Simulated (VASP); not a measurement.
Energy against volume of InAs (zinc blende). The numbers are results of LDA (Ceperley-Alder, Perdew-Zunger), VASP's LDA PAW potentials (set 64) (plane waves; VASP), not measurements. Numerical set-up: 520 eV cut-off, 11×11×11 Γ-centred mesh, first-order Methfessel-Paxton smearing of 0.10 eV, potentials In_d As.

```
V (Å³/atom)  E (eV/atom)
-----------  -----------
26.616          -4.50986
27.439          -4.51477
28.262          -4.51040
29.085          -4.49821
```

Q: Fit these four points and predict the energy of the run at 25.792 Å³/atom.

A: A cubic in V^(−2/3), the third-order Birch-Murnaghan form, passes through the four points with V0 = 27.44 Å³/atom and B0 = 60 GPa, and gives -4.4939 eV/atom there. The run gave -4.4939 eV/atom, +0.0 meV/atom from the fit; all five points give B0 = 60 GPa.

The compound is InAs in the zinc blende structure. It was relaxed first.
